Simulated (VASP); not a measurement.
Given:

```yaml
crystal:
  lattice:
    - [0.00000, 3.22504, 3.22504]
    - [3.22504, 0.00000, 3.22504]
    - [3.22504, 3.22504, 0.00000]
  atoms:
    - { symbol: Ba, position: [0.00000, 0.00000, 0.00000] }
    - { symbol: S, position: [0.50000, 0.50000, 0.50000] }
```

The numbers are results of r2SCAN meta-GGA, VASP's PBE PAW potentials (set 64) (plane waves; VASP), not measurements. Run with 520 eV cut-off, 8×8×8 Γ-centred mesh, tetrahedra with Blöchl corrections, potentials Ba_sv S.

Unless said otherwise, spin-orbit coupling is left out, though it shifts the bands of the heavy elements here.

Problem. Tabulate the total density of states (states/eV per cell) against energy (eV; zero at the valence-band maximum or, without a gap, the Fermi level).

Solution. 
```
E (eV)  DOS (states/eV)
------  ---------------
-10.00             3.56
-9.76              1.98
-9.40              0.00
-9.16              0.00
-8.92              0.00
-8.68              0.00
-8.32              0.00
-8.09              0.00
-7.85              0.00
-7.61              0.00
-7.25              0.00
-7.01              0.00
-6.77              0.00
-6.41              0.00
-6.18              0.00
-5.94              0.00
-5.70              0.00
-5.34              0.00
-5.10              0.00
-4.86              0.00
-4.62              0.00
-4.26              0.00
-4.03              0.00
-3.79              0.00
-3.43              0.00
-3.19              0.00
-2.95              0.00
-2.71              0.00
-2.35              0.00
-2.11              0.00
-1.88              0.00
-1.64              0.96
-1.28              2.94
-1.04              2.20
-0.80              5.92
-0.56              7.02
-0.20              1.97
0.03               0.01
0.27               0.00
0.63               0.00
0.87               0.00
1.11               0.00
1.35               0.00
1.71               0.00
1.95               0.00
2.18               0.00
2.42               0.00
2.78               0.19
3.02               0.37
3.26               0.48
3.62               0.68
3.86               0.88
4.10               1.26
4.33               1.30
4.69               1.38
4.93               1.30
5.17               1.34
5.41               1.63
5.77               2.45
6.01               3.09
```
Within 2 eV below the valence-band maximum the largest weight inside VASP's projection spheres is S p.

The compound is BaS in the rock salt structure. It was relaxed first.
